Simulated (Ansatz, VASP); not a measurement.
# Cross-check of In14Ga20O51 (partly crystallised 41In2O3-59Ga2O3 (mol %)) between VASP and Ansatz

Aim: how closely do two programs agree when they are given the same cell, functional and k mesh? The structure shown is the start of the Ansatz relaxation below; VASP solves that cell, so the two are compared at the walk's first step.

Program: Ansatz 0.2.0. Level of theory: plane waves, with VASP 6.6.1 beside it; single point at PBE. Results are calculated unless marked as measured.

## 1. Starting point

The cell holds 85 atoms: 14 In, 20 Ga and 51 O. Its edges and angles: a = 9.956 Å, b = 9.956 Å, c = 9.956 Å, α = 90.0°, β = 90.0°, γ = 90.0°. As first built, before any earlier steps moved the atoms (in the runner's words): 85 atoms (14 Sc, 20 Fe, 51 O) placed at random at 4.09 g/cm^3, melted at 5000 K for 10 ps at fixed volume with the Morse and Coulomb pair potential with partial charges (Pedone, Malavasi, Menziani, Cormack and Segre, J. Phys. Chem. B 110, 11780 (2006)). Quenched from 5000 K to 300 K at 10 K/ps and fixed volume, held 10 ps at zero pressure, then minimised at fixed cell. Then Sc was replaced by In, Fe was replaced by Ga and the cell scaled by 1.017 (the potential has no terms for the new elements, so the cell is a start for a DFT relaxation).

## 2. Ansatz: relaxation, PBE

Ansatz runs on its default PAW (the set named soft_2) files.

The two programs are compared at the cell with which this relaxation starts, whose forces are those of its first step.

input.yaml reads:

```yaml
crystal:
  lattice:
    - [9.9563, 0.0, 0.0]
    - [0.0, 9.9563, 0.0]
    - [0.0, 0.0, 9.9563]
  atoms:
    - { symbol: In, position: [0.15409, 0.17036, 0.09502] }
    - { symbol: In, position: [0.54218, 0.91224, 0.46497] }
    - { symbol: In, position: [0.26075, 0.67686, 0.32285] }
    - { symbol: In, position: [0.27137, 0.76777, 0.70136] }
    - { symbol: In, position: [0.23024, 0.02197, 0.34016] }
    - { symbol: In, position: [0.74208, 0.75064, 0.69147] }
    - { symbol: In, position: [0.00465, 0.85364, 0.55409] }
    - { symbol: In, position: [0.26924, 0.12856, 0.63916] }
    - { symbol: In, position: [0.34483, 0.86317, 0.0156] }
    - { symbol: In, position: [0.54654, 0.12615, 0.16218] }
    - { symbol: In, position: [0.99619, 0.69201, 0.85488] }
    - { symbol: In, position: [0.44842, 0.32576, 0.85772] }
    - { symbol: In, position: [0.27413, 0.34634, 0.33393] }
    - { symbol: In, position: [0.74807, 0.43349, 0.6529] }
    - { symbol: Ga, position: [0.76204, 0.90174, 0.0247] }
    - { symbol: Ga, position: [0.59127, 0.25829, 0.44234] }
    - { symbol: Ga, position: [0.24654, 0.47876, 0.62087] }
    - { symbol: Ga, position: [0.24527, 0.565, 0.97645] }
    - { symbol: Ga, position: [0.49864, 0.48606, 0.12261] }
    - { symbol: Ga, position: [0.51259, 0.6577, 0.84698] }
    - { symbol: Ga, position: [0.76277, 0.53725, 0.96832] }
    - { symbol: Ga, position: [0.51056, 0.56753, 0.4674] }
    - { symbol: Ga, position: [0.04243, 0.00896, 0.85252] }
    - { symbol: Ga, position: [0.79368, 0.06968, 0.66878] }
    - { symbol: Ga, position: [0.78814, 0.21466, 0.97625] }
    - { symbol: Ga, position: [0.02155, 0.80822, 0.16878] }
    - { symbol: Ga, position: [0.99252, 0.56927, 0.48165] }
    - { symbol: Ga, position: [0.76686, 0.39828, 0.26606] }
    - { symbol: Ga, position: [0.00917, 0.33049, 0.80074] }
    - { symbol: Ga, position: [0.97319, 0.22446, 0.50221] }
    - { symbol: Ga, position: [0.84968, 0.0506, 0.29246] }
    - { symbol: Ga, position: [0.55111, 0.00613, 0.83516] }
    - { symbol: Ga, position: [0.00605, 0.48723, 0.12817] }
    - { symbol: Ga, position: [0.7599, 0.68196, 0.30989] }
    - { symbol: O, position: [0.11442, 0.34579, 0.19618] }
    - { symbol: O, position: [0.23072, 0.03404, 0.95691] }
    - { symbol: O, position: [0.82557, 0.84568, 0.23035] }
    - { symbol: O, position: [0.83679, 0.38241, 0.08391] }
    - { symbol: O, position: [0.57831, 0.22394, 0.98093] }
    - { symbol: O, position: [0.90623, 0.65017, 0.04489] }
    - { symbol: O, position: [0.082, 0.78064, 0.37661] }
    - { symbol: O, position: [0.33612, 0.16574, 0.2261] }
    - { symbol: O, position: [0.14843, 0.63057, 0.14968] }
    - { symbol: O, position: [0.96643, 0.89975, 0.99913] }
    - { symbol: O, position: [0.43514, 0.84062, 0.80464] }
    - { symbol: O, position: [0.5907, 0.73205, 0.3862] }
    - { symbol: O, position: [0.05228, 0.03454, 0.23241] }
    - { symbol: O, position: [0.16316, 0.19318, 0.45971] }
    - { symbol: O, position: [0.34043, 0.39835, 0.02027] }
    - { symbol: O, position: [0.81001, 0.33274, 0.82487] }
    - { symbol: O, position: [0.00404, 0.18886, 0.95217] }
    - { symbol: O, position: [0.89522, 0.01754, 0.48457] }
    - { symbol: O, position: [0.36613, 0.0085, 0.49374] }
    - { symbol: O, position: [0.33953, 0.55926, 0.77451] }
    - { symbol: O, position: [0.74761, 0.04559, 0.85987] }
    - { symbol: O, position: [0.76621, 0.08778, 0.12464] }
    - { symbol: O, position: [0.83732, 0.58442, 0.77672] }
    - { symbol: O, position: [0.67111, 0.56796, 0.16817] }
    - { symbol: O, position: [0.17072, 0.49672, 0.44143] }
    - { symbol: O, position: [0.95214, 0.40339, 0.58551] }
    - { symbol: O, position: [0.58302, 0.31816, 0.24706] }
    - { symbol: O, position: [0.64875, 0.92999, 0.63975] }
    - { symbol: O, position: [0.16155, 0.94617, 0.67111] }
    - { symbol: O, position: [0.61661, 0.07203, 0.35895] }
    - { symbol: O, position: [0.41865, 0.36819, 0.51414] }
    - { symbol: O, position: [0.9153, 0.86314, 0.74132] }
    - { symbol: O, position: [0.97622, 0.14909, 0.6952] }
    - { symbol: O, position: [0.90949, 0.54208, 0.3042] }
    - { symbol: O, position: [0.44435, 0.14745, 0.75076] }
    - { symbol: O, position: [0.53485, 0.95493, 0.0388] }
    - { symbol: O, position: [0.68302, 0.75909, 0.90151] }
    - { symbol: O, position: [0.85627, 0.24858, 0.35052] }
    - { symbol: O, position: [0.39811, 0.52103, 0.28935] }
    - { symbol: O, position: [0.68239, 0.45872, 0.44729] }
    - { symbol: O, position: [0.09539, 0.65729, 0.64996] }
    - { symbol: O, position: [0.58258, 0.48517, 0.913] }
    - { symbol: O, position: [0.41716, 0.66188, 0.02808] }
    - { symbol: O, position: [0.18898, 0.75334, 0.90181] }
    - { symbol: O, position: [0.84795, 0.71001, 0.50971] }
    - { symbol: O, position: [0.70147, 0.22787, 0.59594] }
    - { symbol: O, position: [0.34959, 0.6895, 0.52056] }
    - { symbol: O, position: [0.20334, 0.31503, 0.72226] }
    - { symbol: O, position: [0.29295, 0.86232, 0.22078] }
    - { symbol: O, position: [0.59311, 0.60379, 0.65816] }
    - { symbol: O, position: [0.0714, 0.48663, 0.91408] }
kpoints:
  mp_grid: { grid: [1, 1, 1] }
hamiltonian:
  xc: pbe
scf:
  occupations: { method: gaussian, width: 0.025 }
output:
  forces: true
relax:
  f_tol: 0.05
  max_steps: 150
  cell: {}
```

The run is started by

```bash
ansatz run input.yaml --threads 4 --pin off --max-ram 8192MiB --backend cpu --events-out ev --progress --plain --runs-dir out
```

Numbers of over 12 decimals in the logs are rounded to 6 here.

The program printed:

```text
Engine: ansatz 0.2.0, x86_64-unknown-linux-gnu
Pseudopotentials: kind: paw
Pseudopotential: In, paw, valence charge 13, recommended cutoff 420 eV (normal), In.paw.azcp
Pseudopotential: Ga, paw, valence charge 13, recommended cutoff 420 eV (normal), Ga.paw.azcp
Pseudopotential: O, paw, valence charge 6, recommended cutoff 420 eV (normal), O.paw.azcp
Functional definition: PBE
  parameter kappa = 0.804
  parameter beta = 0.066725
  exchange = pbe_x(kappa = kappa, mu = beta*pi^2/3)
  correlation = pbe_c(beta = beta)
Crystal: 85 atoms, lattice volume = 986.947 Å³
Basis set: ecut = 420 eV, 19309 PW (Γ), exchange–correlation on 144×144×144 points (8 copies of the dense FFT grid, shifted against one another)
Bands: 459, of which v1, the nominal top of the filled ones, is band 374 counted from 1 (373 counted from 0)
Symmetry: 1 space group operations
Space group: P1 (ITA 1), of the structure as read, at distance tolerance 1.0e-4 Å
k-points: 1
Non-local potential: In, projectors of the file, l = 0: 2, l = 1: 2, l = 2: 2, l = 3: 2
Non-local potential: Ga, projectors of the file, l = 0: 2, l = 1: 2, l = 2: 3, l = 3: 1
Non-local potential: O, projectors of the file, l = 0: 2, l = 1: 2, l = 2: 1
PAW form: soft (Blöchl's): semilocal exchange-correlation on the pseudo side does not see the compensation charge
PAW one-centre angular grid: In, 590 points (default); XC on 64 Gauss nodes
PAW one-centre angular grid: Ga, 590 points (default); XC on 64 Gauss nodes
PAW one-centre angular grid: O, 110 points (default); XC on 64 Gauss nodes
Initial density: superposition of atomic densities (neutral atoms: chi_scale 0, normalization atom), corrected by the library's trained network
Initial wavefunctions: pseudopotential atomic-orbital guess
Functional: x = pbe(κ = 0.804, μ = 0.219515), c = pbe(β = 0.066725)
SCF iter   1: F=—  HF=-182971.043111 eV  |F-HF|=—  |Δ(HF+E_count)|=         —  Δρ=2.76e-3  dr2=1.27e-1  ethr=1.77e-3  ⟨swp⟩=6.0  Hψ=1678  notcnv=0  defer=5
preconditioner: auto → Resta (q_TF=auto, 2.605 Å⁻¹)  ε∞=4.8  [insulator: Δε(μ)=0.880 eV  Ē_g=16.610 eV  σ=0.025 eV  W_gap=1.00  n_scr=304 (ndim 8)  ℏωp=32.3 eV  f_vac=0.031  D(μ)=0.00/eV (n_scr^D=0)  ε∞_Penn≈4.8]
SCF iter   2: F=—  HF=-182971.023204 eV  |F-HF|=—  |Δ(HF+E_count)|=   1.99e-2  Δρ=1.53e-3  dr2=2.63e-2  ethr=1.69e-5  ⟨swp⟩=2.0  Hψ=902  notcnv=0  defer=80
SCF iter   3: F=—  HF=-182971.021405 eV  |F-HF|=—  |Δ(HF+E_count)|=   1.80e-3  Δρ=6.77e-4  dr2=8.59e-3  ethr=3.52e-6  ⟨swp⟩=2.0  Hψ=726  notcnv=0  defer=80
SCF iter   4: F=—  HF=-182971.020444 eV  |F-HF|=—  |Δ(HF+E_count)|=   9.61e-4  Δρ=2.53e-4  dr2=6.18e-4  ethr=1.15e-6  ⟨swp⟩=2.0  Hψ=526  notcnv=0  defer=80
SCF iter   5: F=—  HF=-182971.020475 eV  |F-HF|=—  |Δ(HF+E_count)|=   3.08e-5  Δρ=1.42e-4  dr2=1.95e-4  ethr=8.26e-8  ⟨swp⟩=2.0  Hψ=735  notcnv=0  defer=80
SCF iter   6: F=—  HF=-182971.020500 eV  |F-HF|=—  |Δ(HF+E_count)|=   2.48e-5  Δρ=4.53e-5  dr2=1.93e-5  ethr=2.61e-8  ⟨swp⟩=2.0  Hψ=705  notcnv=0  defer=80
SCF iter   7: F=—  HF=-182971.021613 eV  |F-HF|=—  |Δ(HF+E_count)|=   1.11e-3  Δρ=2.44e-5  dr2=5.80e-6  ethr=2.57e-9  ⟨swp⟩=2.0  Hψ=802  notcnv=0  defer=80
SCF iter   8: F=—  HF=-182971.021615 eV  |F-HF|=—  |Δ(HF+E_count)|=   1.69e-6  Δρ=8.88e-6  dr2=8.51e-7  ethr=7.75e-10  ⟨swp⟩=2.0  Hψ=704  notcnv=0  defer=80
SCF iter   9: F=—  HF=-182971.021615 eV  |F-HF|=—  |Δ(HF+E_count)|=   4.31e-7  Δρ=4.71e-6  dr2=2.15e-7  ethr=1.14e-10  ⟨swp⟩=2.0  Hψ=741  notcnv=0  defer=80
SCF iter  10: F=-182971.021616 eV  HF=-182971.021616 eV  |F-HF|=1.11e-8  |Δ(HF+E_count)|=   4.77e-8  Δρ=1.69e-6  dr2=2.67e-8  ethr=1.34e-11  ⟨swp⟩=4.0  Hψ=1239  notcnv=0
SCF 1 converged in 10 iterations: F = -182971.021616 eV  dr2 = 2.67e-8
  greatest PAW one-centre occupation: 0.998 electrons in one spin orbital (limit 2), on the Ga atom at site 17 (counted from 0), in its partial waves of l = 2
relax step   1: F+E_penalty+E_count = -182971.02161553 eV  Δ(F+E_penalty+E_count) = +0.000e0 eV  max|allowed force component| = 1.468e0 eV/Å  Δτ_max = 0.0000 Å  P = +0.728 GPa  Ω = 986.947 Å³  (10 SCF iters, dr2 threshold 1.00e-7 eV, accepted)
Crystal: 85 atoms, lattice volume = 1001.581 Å³
Basis set: ecut = 420 eV, 19579 PW (Γ), exchange–correlation on 144×144×144 points (8 copies of the dense FFT grid, shifted against one another)
Initial density: handed on by an earlier stage of this run
Initial wavefunctions: those handed on with the density
iter 1 solved again at ethr=1.94e-4 eV; its pass at ethr=3.10e-3 eV (dr2=1.45e0 eV) is discarded
SCF iter   1: F=—  HF=-182974.065082 eV  |F-HF|=—  |Δ(HF+E_count)|=         —  Δρ=1.89e-2  dr2=1.46e0  ethr=1.94e-4  ⟨swp⟩=6.0  Hψ=2050  notcnv=0
preconditioner: auto → Resta (q_TF=auto, 2.599 Å⁻¹)  ε∞=4.8  [insulator: Δε(μ)=0.608 eV  Ē_g=16.511 eV  σ=0.025 eV  W_gap=1.00  n_scr=278 (ndim 8)  ℏωp=32.1 eV  f_vac=0.038  D(μ)=0.00/eV (n_scr^D=0)  ε∞_Penn≈4.8]
[...]
atom  64  O     -0.00152541     0.00400994    -0.00330777
  atom  65  O     -0.00456793     0.00343689    -0.00124166
  atom  66  O      0.00080466    -0.00012931     0.00381793
  atom  67  O     -0.00120481    -0.00031788    -0.00383637
  atom  68  O      0.00050628    -0.00029681    -0.00202527
  atom  69  O     -0.00075221    -0.00267378    -0.00000273
  atom  70  O      0.00061654     0.00074798     0.00074676
  atom  71  O     -0.00145922    -0.00033616     0.00099838
  atom  72  O      0.00153424     0.00182371     0.00017411
  atom  73  O     -0.00125500    -0.00093445     0.00082208
  atom  74  O      0.00204401     0.00127749     0.00148236
  atom  75  O      0.00172998    -0.00317802     0.01109256
  atom  76  O      0.00053919     0.00170474     0.00239650
  atom  77  O     -0.00233953    -0.00082234     0.00230010
  atom  78  O     -0.00281520    -0.00019673    -0.00252887
  atom  79  O     -0.00111977     0.00033572    -0.00362261
  atom  80  O     -0.00272202     0.00627501     0.00174514
  atom  81  O      0.00162817    -0.00000714     0.00099876
  atom  82  O      0.00025229     0.00224671     0.00123351
  atom  83  O      0.00028476    -0.00062599    -0.00339248
  atom  84  O      0.00219160     0.00091429    -0.00070901
  atom  85  O     -0.00000167     0.00172833     0.00071771
  max |Σ_I F_I| component: 3.63e-6 eV/Å
--- Stress (GPa, compression-positive) ---
        0.014242       0.026370       0.000441
        0.026370       0.008770      -0.024099
        0.000441      -0.024099       0.010685
  P = ⅓ Tr σ = 0.0112 GPa (0.112 kbar)
--- Relaxed structure (26 steps of the walk, 23 accepted, 2 SCFs on fresh bases) ---
  F+E_penalty+E_count = -182977.41166859 eV   max|allowed force component| = 1.121e-2 eV/Å   (the final SCF, on the basis selected at the relaxed cell)
  cell:  # Å, volume = 1050.5536 Å³
    - [10.236690, 0.154632, -0.065122]
    - [0.154632, 10.176733, -0.219735]
    - [-0.065122, -0.219735, 10.091838]
  atoms:
    - { symbol: In, position: [0.128558, 0.169737, 0.087955] }
    - { symbol: In, position: [0.543062, 0.922941, 0.457149] }
    - { symbol: In, position: [0.255332, 0.684994, 0.335691] }
    - { symbol: In, position: [0.282816, 0.779877, 0.692896] }
    - { symbol: In, position: [0.231145, 0.013826, 0.330927] }
    - { symbol: In, position: [0.765275, 0.784241, 0.693392] }
    - { symbol: In, position: [0.00965659, 0.890519, 0.550539] }
    - { symbol: In, position: [0.280403, 0.123250, 0.634674] }
    - { symbol: In, position: [0.347387, 0.857029, 0.020176] }
    - { symbol: In, position: [0.532219, 0.143383, 0.160264] }
    - { symbol: In, position: [1.008585, 0.659267, 0.879136] }
    - { symbol: In, position: [0.490239, 0.327399, 0.853100] }
    - { symbol: In, position: [0.263265, 0.348539, 0.323935] }
    - { symbol: In, position: [0.744095, 0.440634, 0.674054] }
    - { symbol: Ga, position: [0.786964, 0.881028, 0.040301] }
    - { symbol: Ga, position: [0.568264, 0.271244, 0.459389] }
    - { symbol: Ga, position: [0.267841, 0.419086, 0.609052] }
    - { symbol: Ga, position: [0.263797, 0.520845, 0.904622] }
    - { symbol: Ga, position: [0.476738, 0.523210, 0.127062] }
    - { symbol: Ga, position: [0.554449, 0.681083, 0.861513] }
    - { symbol: Ga, position: [0.757912, 0.470410, 0.992085] }
    - { symbol: Ga, position: [0.536260, 0.616944, 0.506028] }
    - { symbol: Ga, position: [0.049304, -0.018391, 0.858920] }
    - { symbol: Ga, position: [0.776996, 0.090056, 0.657729] }
    - { symbol: Ga, position: [0.788664, 0.196420, 0.973904] }
    - { symbol: Ga, position: [0.025277, 0.830732, 0.189005] }
    - { symbol: Ga, position: [0.995203, 0.580123, 0.558791] }
    - { symbol: Ga, position: [0.748744, 0.384549, 0.259719] }
    - { symbol: Ga, position: [0.010619, 0.305587, 0.791490] }
    - { symbol: Ga, position: [0.975246, 0.245995, 0.492752] }
    - { symbol: Ga, position: [0.855134, 0.067338, 0.291339] }
    - { symbol: Ga, position: [0.550159, 0.00486416, 0.836377] }
    - { symbol: Ga, position: [-0.00602858, 0.503960, 0.159414] }
    - { symbol: Ga, position: [0.786705, 0.690064, 0.332360] }
    - { symbol: O, position: [0.110529, 0.361361, 0.179737] }
    - { symbol: O, position: [0.199030, 0.000914692, 0.974772] }
    - { symbol: O, position: [0.837733, 0.818967, 0.215807] }
    - { symbol: O, position: [0.842461, 0.335275, 0.100823] }
    - { symbol: O, position: [0.608973, 0.259913, 1.006371] }
    - { symbol: O, position: [0.891120, 0.588369, 0.029905] }
    - { symbol: O, position: [0.109923, 0.842889, 0.375893] }
    - { symbol: O, position: [0.312445, 0.167193, 0.209539] }
    - { symbol: O, position: [0.101796, 0.657122, 0.183123] }
    - { symbol: O, position: [0.970806, 0.854616, 0.989812] }
    - { symbol: O, position: [0.440680, 0.841789, 0.813334] }
    - { symbol: O, position: [0.614983, 0.734174, 0.388277] }
    - { symbol: O, position: [0.032157, 0.026031, 0.214911] }
    - { symbol: O, position: [0.143929, 0.185620, 0.441630] }
    - { symbol: O, position: [0.369304, 0.414415, 0.010999] }
    - { symbol: O, position: [0.832861, 0.348781, 0.844558] }
    - { symbol: O, position: [-0.00528204, 0.159613, 0.922556] }
    - { symbol: O, position: [0.854815, 0.00714254, 0.464277] }
    - { symbol: O, position: [0.349588, -0.023737, 0.501875] }
    - { symbol: O, position: [0.367410, 0.489524, 0.747583] }
    - { symbol: O, position: [0.725112, 0.075308, 0.843506] }
    - { symbol: O, position: [0.770764, 0.055628, 0.119150] }
    - { symbol: O, position: [0.872377, 0.608699, 0.730024] }
    - { symbol: O, position: [0.655674, 0.525714, 0.149675] }
[...]
- { symbol: O, position: [0.215827, 0.702670, 0.895470] }
    - { symbol: O, position: [0.878426, 0.718512, 0.495421] }
    - { symbol: O, position: [0.665327, 0.241532, 0.616434] }
    - { symbol: O, position: [0.371842, 0.696825, 0.515979] }
    - { symbol: O, position: [0.181436, 0.292034, 0.705238] }
    - { symbol: O, position: [0.324784, 0.850351, 0.227081] }
    - { symbol: O, position: [0.601904, 0.664054, 0.676065] }
    - { symbol: O, position: [0.092934, 0.459871, 0.885060] }
```

Reading the cycles: dr2 is the Hartree energy of the density residual (eV), the measure of convergence; HF is the Harris–Foulkes estimate of the energy, which meets the free energy F at convergence.

(Part 1 of 2 ends here.)

[Lines on the potential files, build, host, timing and source positions are cut from VASP's logs without a mark.]

[Logs are printed without paths, hosts, clocks, repeated set-up lines and the standing remarks that a program may print on its own settings, such as how far it seeks lower states.]

[Hosts, paths, dates, database ids (printed as entryN), source tags and the programs' standing remarks are cut or masked in the printed files.]
